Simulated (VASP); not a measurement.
# A VASP study of Bi (optB86b-vdW): structure first, properties next, part 3 of 4

Aim: relax Bi, then compute properties on the relaxed cell. This is not the structure that Bi takes at ambient conditions. The start is a computed cell from the Materials Project.

VASP 6.6.1; optB86b-vdW; plane waves and PAW (Bi_d).

Still holding for the runs below: This run has no spin polarisation. Its electron count is odd, so without a moment it is a metal by construction. The k-mesh is coarse for a metal.

So far. Step 3 (Single point with fields (optB86b-vdW)): In this run the pressure is 0.01 GPa, small enough to go on; single stress components reach 0.01 GPa. Step 4 (Band structure (optB86b-vdW)): There is no gap at this level.

The starting crystal is not the ambient structure of Bi (space group No. 166); it is a model or a phase of other conditions.

## (5) Total and projected DOS (optB86b-vdW)

Here the states are counted by energy and projected on the atoms. The mesh is finer than in the run before.

Input file INCAR:

```
SYSTEM = Bi
PREC = Accurate
ENCUT = 400
EDIFF = 1E-06
NELM = 100
ISMEAR = -5
SIGMA = 0.2
LREAL = .FALSE.
ALGO = Normal
GGA = MK
AGGAC = 0
LUSE_VDW = .TRUE.
PARAM1 = 0.1234
PARAM2 = 1
LASPH = .TRUE.
NBANDS = 18
LORBIT = 11
LWAVE = .FALSE.
LCHARG = .FALSE.
KPAR = 2
NEDOS = 2001
```

Input file POSCAR:

```
Bi
1.0
   -1.9852380545      1.9852380545      1.9852380545
    1.9852380545     -1.9852380545      1.9852380545
    1.9852380545      1.9852380545     -1.9852380545
Bi
1
Direct
    0.0000000000      0.0000000000      0.0000000000
```

Input file KPOINTS:

```
Automatic mesh
0
Gamma
10 10 10
0 0 0
```

The projector-augmented-wave data sets are Bi_d (PBE family, release 64).

Command:

```console
mpirun -np 2 vasp_std
```

The program printed:

```text
[... set-up lines as in an earlier step ...]
 entering main loop
       N       E                     dE             d eps       ncg     rms          rms(c)
DAV:   1     0.117669701800E+03    0.11767E+03   -0.60568E+03  1740   0.783E+02
DAV:   2     0.705620610437E+01   -0.11061E+03   -0.10595E+03  1880   0.264E+02
DAV:   3    -0.389376734398E+00   -0.74456E+01   -0.74058E+01  2102   0.662E+01
DAV:   4    -0.543177453028E+00   -0.15380E+00   -0.15381E+00  2126   0.980E+00
DAV:   5    -0.548540875737E+00   -0.53634E-02   -0.53623E-02  2290   0.173E+00    0.406E-01
DAV:   6    -0.545482996668E+00    0.30579E-02   -0.56174E-03  2338   0.835E-01    0.236E-01
DAV:   7    -0.545083583355E+00    0.39941E-03   -0.32100E-03  2320   0.629E-01    0.707E-02
DAV:   8    -0.545170528096E+00   -0.86945E-04   -0.40247E-04  2196   0.231E-01    0.908E-03
DAV:   9    -0.545169747573E+00    0.78052E-06   -0.90291E-06  2294   0.288E-02
   1 F= -.54516975E+00 E0= -.54516975E+00  d E =0.000000E+00
 -----------------------------------------------------------------------------
|                                                                             |
|           W    W    AA    RRRRR   N    N  II  N    N   GGGG   !!!           |
|           W    W   A  A   R    R  NN   N  II  NN   N  G    G  !!!           |
|           W    W  A    A  R    R  N N  N  II  N N  N  G       !!!           |
|           W WW W  AAAAAA  RRRRR   N  N N  II  N  N N  G  GGG   !            |
|           WW  WW  A    A  R   R   N   NN  II  N   NN  G    G                |
|           W    W  A    A  R    R  N    N  II  N    N   GGGG   !!!           |
|                                                                             |
|     Tetrahedron method does not include variations of the Fermi             |
|     occupations, so forces and stress will be inaccurate. We suggest        |
|     using a different smearing scheme ISMEAR = 1 or 2 for metals in         |
|     relaxations.                                                            |
|                                                                             |
 -----------------------------------------------------------------------------
```

The job ended after 19 s (2 MPI ranks of Intel Xeon Platinum 8259CL at 2.50GHz (Skylake/Cascade Lake), shared host; peak memory 0.52 GiB).

Parts of OUTCAR (step 5):

```text
   k-points           NKPTS =     47   k-points in BZ     NKDIM =     47   number of bands    NBANDS=     18

   NELECT =      15.0000    total number of electrons

 E-fermi :   7.7299

 k-point     1 :       0.0000    0.0000    0.0000
  band No.  band energies     occupation
    ...
      2     -15.2302      2.00000
      3     -15.2302      2.00000
      4     -15.1026      2.00000
      5     -15.1026      2.00000
      6      -5.7738      2.00000
      7      12.7262      0.00000
      8      12.7262      0.00000
      9      12.7262      0.00000
     10      16.9036      0.00000
     11      18.3161      0.00000
    ...

Total vdW correction in eV:      2.4723796

  Total       -0.1637816     -0.1637816     -0.1637816     -0.0000000     -0.0000000     -0.0000000
  in kB       -8.3845168     -8.3845168     -8.3845168     -0.0000000     -0.0000000     -0.0000000
  external PRESSURE =      -8.3845168 kB  Pullay stress =       0.0000000 kB

 POSITION                                       TOTAL-FORCE (eV/Angst)
 -----------------------------------------------------------------------------------
      0.00000      0.00000      0.00000         0.000000     -0.000000      0.000000
 -----------------------------------------------------------------------------------
    total drift:                                0.000000      0.000000      0.000000

  FREE ENERGIE OF THE ION-ELECTRON SYSTEM (eV)
  ---------------------------------------------------
  free  energy   TOTEN  =        -0.5451697476 eV

  energy  without entropy=       -0.5451697476  energy(sigma->0) =       -0.54516975

Total vdW correction in eV:      2.4723417

[... 6 parts as in an earlier step ...]

[... 10 further parts left out ...]
```

With tetrahedra the forces and stress of a metal are not exact derivatives of the energy.

This step gave:

| Quantity | Value |
| --- | --- |
| irreducible k-points | 47 |
| free energy (TOTEN) | -0.5452 eV |
| Fermi energy | 7.730 eV |
| pressure | -0.8385 GPa |
| DOS at the Fermi level, one point of the energy grid | 0.6770 states/eV/cell |

The density of states has structure finer than the step of the table below, so its rows give means over 0.5 eV, whole bins alone (the curve runs from -12.0 to 7.95 eV). Peaks (eV: height): total -10.25: 1.38, -3.71: 1.27, 2.75: 1.43, 7.32: 1.23; Bi p -3.71: 0.497, 2.75: 0.786, 7.32: 0.110; Bi s -10.25: 1.06; Bi d 7.32: 0.191.

States under -12.0 eV and over 7.9 eV are left out. Density of states against energy, zero at the Fermi level; means over each step; values in states/eV/cell:

| energy (eV) | total | Bi p | Bi s | Bi d |
| --- | --- | --- | --- | --- |
| -11.5 | 0.437 | 0.00788 | 0.294 | 0.00119 |
| -11.0 | 0.625 | 0.00952 | 0.440 | 0.00227 |
| -10.5 | 1.14 | 0.0105 | 0.852 | 0.00486 |
| -10.0 | 0.709 | 0.00625 | 0.546 | 0.00222 |
| -9.5 | 0.226 | 0.00284 | 0.178 | 3.6e-4 |
| -9.0 | 0.101 | 0.00101 | 0.0830 | 5.0e-6 |
| -8.5 | 0.0113 | 4.6e-5 | 0.00962 | 0 |
| -8.0 | 0 | 0 | 0 | 0 |
| -7.5 | 0 | 0 | 0 | 0 |
| -7.0 | 0 | 0 | 0 | 0 |
| -6.5 | 0 | 0 | 0 | 0 |
| -6.0 | 0 | 0 | 0 | 0 |
| -5.5 | 0 | 0 | 0 | 0 |
| -5.0 | 0.0205 | 0.00795 | 2.7e-4 | 2.6e-5 |
| -4.5 | 0.327 | 0.127 | 0.00653 | 0.00150 |
| -4.0 | 0.739 | 0.288 | 0.0200 | 0.00566 |
| -3.5 | 0.933 | 0.367 | 0.0354 | 0.00834 |
| -3.0 | 0.579 | 0.231 | 0.0332 | 0.00477 |
| -2.5 | 0.516 | 0.210 | 0.0312 | 0.00566 |
| -2.0 | 0.511 | 0.211 | 0.0249 | 0.00826 |
| -1.5 | 0.680 | 0.296 | 0.0223 | 0.0119 |
| -1.0 | 0.671 | 0.298 | 0.0195 | 0.0140 |
| -0.5 | 0.685 | 0.312 | 0.0181 | 0.0156 |
| 0.0 | 0.690 | 0.324 | 0.0175 | 0.0167 |
| 0.5 | 0.695 | 0.335 | 0.0160 | 0.0175 |
| 1.0 | 0.750 | 0.374 | 0.0150 | 0.0187 |
| 1.5 | 0.725 | 0.372 | 0.0140 | 0.0185 |
| 2.0 | 0.710 | 0.371 | 0.0126 | 0.0178 |
| 2.5 | 1.04 | 0.559 | 0.0157 | 0.0222 |
| 3.0 | 0.958 | 0.533 | 0.0112 | 0.0179 |
| 3.5 | 0.443 | 0.262 | 0.00334 | 0.00795 |
| 4.0 | 0.268 | 0.145 | 9.7e-4 | 0.0108 |
| 4.5 | 0.213 | 0.0798 | 2.4e-4 | 0.0185 |
| 5.0 | 0.162 | 0.0183 | 1.0e-4 | 0.0240 |
| 5.5 | 0.172 | 0.00976 | 1.1e-4 | 0.0276 |
| 6.0 | 0.234 | 0.0156 | 6.5e-4 | 0.0365 |
| 6.5 | 0.374 | 0.0278 | 0.00856 | 0.0580 |
| 7.0 | 0.767 | 0.0636 | 0.0294 | 0.119 |
| 7.5 | 0.971 | 0.0800 | 0.0393 | 0.152 |

The finer mesh and the other smearing move the Fermi level by +0.05 eV from the 7×7×7 run, a small shift, which tests the Fermi level alone. Of the states within 0.3 eV of the Fermi level, the largest shares in the PAW spheres are Bi p 47 %. The rest lies in smaller channels or between the spheres.

## (6) Volume scan with optB86b-vdW

An equation of state needs energies on both sides of the minimum, all on one mesh and cutoff.

Edit INCAR of step 5 so:

```diff
@@ -5,3 +5,3 @@
 NELM = 100
-ISMEAR = -5
+ISMEAR = 1
 SIGMA = 0.2
@@ -15,3 +15,3 @@
 LASPH = .TRUE.
-NBANDS = 18
+NBANDS = 13
 LORBIT = 11
@@ -20,2 +20,2 @@
 KPAR = 2
-NEDOS = 2001
+ISIF = 2
```

Input file POSCAR:

```
Bi
1.0
   -1.9447116207      1.9447116207      1.9447116207
    1.9447116207     -1.9447116207      1.9447116207
    1.9447116207      1.9447116207     -1.9447116207
Bi
1
Direct
    0.0000000000      0.0000000000      0.0000000000
```

Input file KPOINTS:

```
Automatic mesh
0
Gamma
7 7 7
0 0 0
```

Command:

```console
mpirun -np 2 vasp_std
```

The program printed:

```text
[... set-up lines as in an earlier step ...]
 entering main loop
       N       E                     dE             d eps       ncg     rms          rms(c)
DAV:   1     0.110780821156E+03    0.11078E+03   -0.67812E+03   530   0.110E+03
DAV:   2     0.549022507469E+01   -0.10529E+03   -0.10229E+03   580   0.331E+02
DAV:   3    -0.352886966066E+00   -0.58431E+01   -0.58311E+01   608   0.789E+01
DAV:   4    -0.479570224351E+00   -0.12668E+00   -0.12666E+00   663   0.125E+01
DAV:   5    -0.486083839329E+00   -0.65136E-02   -0.65135E-02   727   0.253E+00    0.403E-01
DAV:   6    -0.483352013979E+00    0.27318E-02   -0.52522E-03   707   0.106E+00    0.225E-01
DAV:   7    -0.482805920064E+00    0.54609E-03   -0.30551E-03   650   0.792E-01    0.614E-02
DAV:   8    -0.482858469797E+00   -0.52550E-04   -0.32208E-04   655   0.259E-01    0.679E-03
DAV:   9    -0.482857038729E+00    0.14311E-05   -0.58839E-06   650   0.318E-02    0.370E-03
DAV:  10    -0.482856364977E+00    0.67375E-06   -0.63756E-07   450   0.751E-03
   1 F= -.48285636E+00 E0= -.48222133E+00  d E =-.190512E-02
```

Elapsed: 19 s, on 2 MPI ranks; peak memory 0.49 GiB.

OUTCAR, selected parts (step 6):

```text
   ENCUT  =  400.0 eV  29.40 Ry    5.42 a.u.   5.49  5.49  5.49*2*pi/ulx,y,z

   NELECT =      15.0000    total number of electrons

 E-fermi :   8.4856

 k-point     1 :       0.0000    0.0000    0.0000
  band No.  band energies     occupation
    ...
      2     -14.4721      2.00000
      3     -14.4721      2.00000
      4     -14.3147      2.00000
      5     -14.3147      2.00000
      6      -5.4179      2.00000
      7      13.9822      0.00000
      8      13.9822      0.00000
      9      13.9822      0.00000
     10      18.5205      0.00000
     11      19.1173      0.00000
    ...

Total vdW correction in eV:      2.4240402

  Total        0.7408431      0.7408431      0.7408431      0.0000000      0.0000000     -0.0000000
  in kB       40.3469947     40.3469947     40.3469947      0.0000000      0.0000000     -0.0000000
  external PRESSURE =      40.3469947 kB  Pullay stress =       0.0000000 kB

  FREE ENERGIE OF THE ION-ELECTRON SYSTEM (eV)
  ---------------------------------------------------
  free  energy   TOTEN  =        -0.4828563650 eV

  energy  without entropy=       -0.4809512466  energy(sigma->0) =       -0.48222133

Total vdW correction in eV:      2.4240341

[... 5 parts as in an earlier step ...]

[... 12 further parts left out ...]
```

The scan keeps the cell's shape and the fractional positions fixed.

This step gave:

```
SCF cycles              : 10
bands                   : 13
irreducible k-points    : 20
free energy (TOTEN)     : -0.4829 eV
energy at zero smearing : -0.4822 eV
Fermi energy            : 8.486 eV
pressure                : 4.035 GPa
```

The pressure here is 4.03 GPa.

## (7) Volume scan with optB86b-vdW (run 2)

INCAR is that of step 6.

Input file POSCAR:

```
Bi
1.0
   -1.9584072242      1.9584072242      1.9584072242
    1.9584072242     -1.9584072242      1.9584072242
    1.9584072242      1.9584072242     -1.9584072242
Bi
1
Direct
    0.0000000000      0.0000000000      0.0000000000
```

KPOINTS is that of step 6.

Command:

```console
mpirun -np 2 vasp_std
```

The program printed:

```text
[... set-up lines as in an earlier step ...]
 entering main loop
       N       E                     dE             d eps       ncg     rms          rms(c)
DAV:   1     0.106318767172E+03    0.10632E+03   -0.69437E+03   530   0.116E+03
DAV:   2     0.522826041298E+01   -0.10109E+03   -0.97926E+02   560   0.322E+02
DAV:   3    -0.362952949438E+00   -0.55912E+01   -0.55301E+01   628   0.778E+01
DAV:   4    -0.493533499085E+00   -0.13058E+00   -0.13055E+00   648   0.127E+01
DAV:   5    -0.499045892795E+00   -0.55124E-02   -0.55123E-02   721   0.229E+00    0.392E-01
DAV:   6    -0.496429840638E+00    0.26161E-02   -0.52654E-03   681   0.107E+00    0.221E-01
DAV:   7    -0.496014471710E+00    0.41537E-03   -0.32918E-03   670   0.808E-01    0.623E-02
DAV:   8    -0.496076824581E+00   -0.62353E-04   -0.35326E-04   640   0.277E-01    0.780E-03
DAV:   9    -0.496074695730E+00    0.21289E-05   -0.74595E-06   698   0.376E-02    0.407E-03
DAV:  10    -0.496074143080E+00    0.55265E-06   -0.98467E-07   496   0.104E-02
   1 F= -.49607414E+00 E0= -.49534423E+00  d E =-.218974E-02
```

Elapsed: 19 s, on 2 MPI ranks; peak memory 0.5 GiB.

From OUTCAR (step 7):

```text
   ENCUT  =  400.0 eV  29.40 Ry    5.42 a.u.   5.53  5.53  5.53*2*pi/ulx,y,z

   NELECT =      15.0000    total number of electrons

 E-fermi :   8.2049

 k-point     1 :       0.0000    0.0000    0.0000
  band No.  band energies     occupation
    ...
      2     -14.7275      2.00000
      3     -14.7275      2.00000
      4     -14.5806      2.00000
      5     -14.5806      2.00000
      6      -5.5379      2.00000
      7      13.5482      0.00000
      8      13.5482      0.00000
      9      13.5482      0.00000
     10      17.9586      0.00000
     11      18.8413      0.00000
    ...

Total vdW correction in eV:      2.4410377

  Total        0.4792065      0.4792065      0.4792065      0.0000000     -0.0000000      0.0000000
  in kB       25.5543197     25.5543197     25.5543197      0.0000000     -0.0000000      0.0000000
  external PRESSURE =      25.5543197 kB  Pullay stress =       0.0000000 kB

 POSITION                                       TOTAL-FORCE (eV/Angst)
 -----------------------------------------------------------------------------------
      0.00000      0.00000      0.00000         0.000000      0.000000      0.000000
 -----------------------------------------------------------------------------------
    total drift:                                0.000000      0.000000      0.000000

  FREE ENERGIE OF THE ION-ELECTRON SYSTEM (eV)
  ---------------------------------------------------
  free  energy   TOTEN  =        -0.4960741431 eV

  energy  without entropy=       -0.4938844058  energy(sigma->0) =       -0.49534423

Total vdW correction in eV:      2.4410278

[... 5 parts as in an earlier step ...]

[... 11 further parts left out ...]
```

Numbers from this step:

```yaml
free_energy_toten: -0.4961 eV
energy_at_zero_smearing: -0.4953 eV
fermi_energy: 8.205 eV
pressure: 2.555 GPa
```

The pressure falls from 4.03 to 2.56 GPa.

The run ends at a pressure of 2.56 GPa.

## (8) Volume scan with optB86b-vdW (run 3)

INCAR is that of step 7.

Input file POSCAR:

```
Bi
1.0
   -1.9719139077      1.9719139077      1.9719139077
    1.9719139077     -1.9719139077      1.9719139077
    1.9719139077      1.9719139077     -1.9719139077
Bi
1
Direct
    0.0000000000      0.0000000000      0.0000000000
```

KPOINTS is that of step 7.

Command:

```console
mpirun -np 2 vasp_std
```

The program printed:

```text
[... set-up lines as in an earlier step ...]
 entering main loop
       N       E                     dE             d eps       ncg     rms          rms(c)
DAV:   1     0.106476343432E+03    0.10648E+03   -0.68283E+03   538   0.111E+03
DAV:   2     0.518913364258E+01   -0.10129E+03   -0.99053E+02   560   0.319E+02
DAV:   3    -0.380976925765E+00   -0.55701E+01   -0.55580E+01   643   0.782E+01
DAV:   4    -0.501301577048E+00   -0.12032E+00   -0.12031E+00   638   0.122E+01
[...]
DAV:   8    -0.503783482560E+00   -0.70275E-04   -0.37667E-04   630   0.290E-01    0.859E-03
DAV:   9    -0.503781290103E+00    0.21925E-05   -0.78048E-06   715   0.388E-02    0.450E-03
DAV:  10    -0.503780874127E+00    0.41598E-06   -0.14157E-06   542   0.135E-02
   1 F= -.50378087E+00 E0= -.50294050E+00  d E =-.252112E-02
```

Wall time 19 s (2 MPI ranks); peak memory 0.49 GiB.

Parts of OUTCAR (step 8):

```text
  Total        0.2336593      0.2336593      0.2336593      0.0000000      0.0000000      0.0000000
  in kB       12.2058993     12.2058993     12.2058993      0.0000000      0.0000000      0.0000000
  external PRESSURE =      12.2058993 kB  Pullay stress =       0.0000000 kB

 POSITION                                       TOTAL-FORCE (eV/Angst)
 -----------------------------------------------------------------------------------
      0.00000      0.00000      0.00000        -0.000000     -0.000000     -0.000000
 -----------------------------------------------------------------------------------
    total drift:                                0.000000      0.000000     -0.000000

  FREE ENERGIE OF THE ION-ELECTRON SYSTEM (eV)
  ---------------------------------------------------
  free  energy   TOTEN  =        -0.5037808741 eV

  energy  without entropy=       -0.5012597591  energy(sigma->0) =       -0.50294050

[... 1 part as in an earlier step ...]

[... 2 further parts left out ...]
[key lines of the parts left out:]
E-fermi :   7.9375
```

The pressure falls from 2.56 to 1.22 GPa.

The run ends at a pressure of 1.22 GPa.

## (9) Volume scan with optB86b-vdW (run 4)

INCAR is that of step 8.

Input file POSCAR:

```
Bi
1.0
   -1.9852380545      1.9852380545      1.9852380545
    1.9852380545     -1.9852380545      1.9852380545
    1.9852380545      1.9852380545     -1.9852380545
Bi
1
Direct
    0.0000000000      0.0000000000      0.0000000000
```

KPOINTS is that of step 8.

Command:

```console
mpirun -np 2 vasp_std
```

The program printed:

```text
[... set-up lines as in an earlier step ...]
 entering main loop
       N       E                     dE             d eps       ncg     rms          rms(c)
DAV:   1     0.108450596846E+03    0.10845E+03   -0.70370E+03   525   0.111E+03
DAV:   2     0.524812490307E+01   -0.10320E+03   -0.10079E+03   565   0.316E+02
DAV:   3    -0.373210629505E+00   -0.56213E+01   -0.56043E+01   628   0.785E+01
DAV:   4    -0.504523653246E+00   -0.13131E+00   -0.13129E+00   669   0.127E+01
[...]
DAV:   8    -0.506592251993E+00   -0.78071E-04   -0.38309E-04   643   0.293E-01    0.841E-03
DAV:   9    -0.506590994284E+00    0.12577E-05   -0.90008E-06   687   0.434E-02    0.383E-03
DAV:  10    -0.506591262967E+00   -0.26868E-06   -0.12525E-06   588   0.103E-02
   1 F= -.50659126E+00 E0= -.50563718E+00  d E =-.286224E-02
```

It took 19 s on 2 MPI ranks; peak memory 0.5 GiB; 34 s of CPU time.

From OUTCAR (step 9):

```text
  Total        0.0019985      0.0019985      0.0019985      0.0000000      0.0000000      0.0000000
  in kB        0.1023075      0.1023075      0.1023075      0.0000000      0.0000000      0.0000000
  external PRESSURE =       0.1023075 kB  Pullay stress =       0.0000000 kB

  FREE ENERGIE OF THE ION-ELECTRON SYSTEM (eV)
  ---------------------------------------------------
  free  energy   TOTEN  =        -0.5065912630 eV

  energy  without entropy=       -0.5037290274  energy(sigma->0) =       -0.50563718

[... 3 parts as in an earlier step ...]

[... 1 further part left out ...]
[key lines of the parts left out:]
E-fermi :   7.6820
```

The pressure falls from 1.22 to 0.01 GPa.

The run ends at a pressure of 0.01 GPa.

## (10) Volume scan with optB86b-vdW (run 5)

INCAR is that of step 9.

Input file POSCAR:

```
Bi
1.0
   -1.9983857095      1.9983857095      1.9983857095
    1.9983857095     -1.9983857095      1.9983857095
    1.9983857095      1.9983857095     -1.9983857095
Bi
1
Direct
    0.0000000000      0.0000000000      0.0000000000
```

KPOINTS is that of step 9.

Command:

```console
mpirun -np 2 vasp_std
```

The program printed:

```text
[... set-up lines as in an earlier step ...]
 entering main loop
       N       E                     dE             d eps       ncg     rms          rms(c)
DAV:   1     0.102756575026E+03    0.10276E+03   -0.70079E+03   525   0.109E+03
DAV:   2     0.484449922478E+01   -0.97912E+02   -0.94913E+02   550   0.296E+02
DAV:   3    -0.388357148126E+00   -0.52329E+01   -0.52209E+01   643   0.746E+01
DAV:   4    -0.502054199590E+00   -0.11370E+00   -0.11368E+00   628   0.121E+01
[...]
DAV:   8    -0.504891661057E+00   -0.81115E-04   -0.44685E-04   635   0.322E-01    0.106E-02
DAV:   9    -0.504888620648E+00    0.30404E-05   -0.13017E-05   666   0.546E-02    0.470E-03
DAV:  10    -0.504889110763E+00   -0.49011E-06   -0.20633E-06   620   0.124E-02
   1 F= -.50488911E+00 E0= -.50383217E+00  d E =-.317081E-02
```

Wall time 19 s (2 MPI ranks); peak memory 0.49 GiB.

OUTCAR, selected parts (step 10):

```text
  Total       -0.2118590     -0.2118590     -0.2118590      0.0000000      0.0000000     -0.0000000
  in kB      -10.6330925    -10.6330925    -10.6330925      0.0000000      0.0000000     -0.0000000
  external PRESSURE =     -10.6330925 kB  Pullay stress =       0.0000000 kB

  FREE ENERGIE OF THE ION-ELECTRON SYSTEM (eV)
  ---------------------------------------------------
  free  energy   TOTEN  =        -0.5048891108 eV

  energy  without entropy=       -0.5017182967  energy(sigma->0) =       -0.50383217

[... 2 parts as in an earlier step ...]

[... 2 further parts left out ...]
[key lines of the parts left out:]
E-fermi :   7.4369
```

The pressure falls from 0.01 to -1.06 GPa.

The run ends at a pressure of -1.06 GPa.

(Continued in part 4 of 4.)

[Lines on the potential files, build, host, timing and source positions are cut from VASP's logs without a mark.]

[Logs are printed without paths, hosts, clocks, repeated set-up lines and the standing remarks that a program may print on its own settings, such as how far it seeks lower states.]

[Hosts, paths, dates, database ids (printed as entryN), source tags and the programs' standing remarks are cut or masked in the printed files.]

[A measured line is paired with the nearest computed mode of its activity, which favours agreement.]

[In band tables of VASP the shares of atoms and orbitals are scaled to a sum of 1 inside the atoms' spheres.]
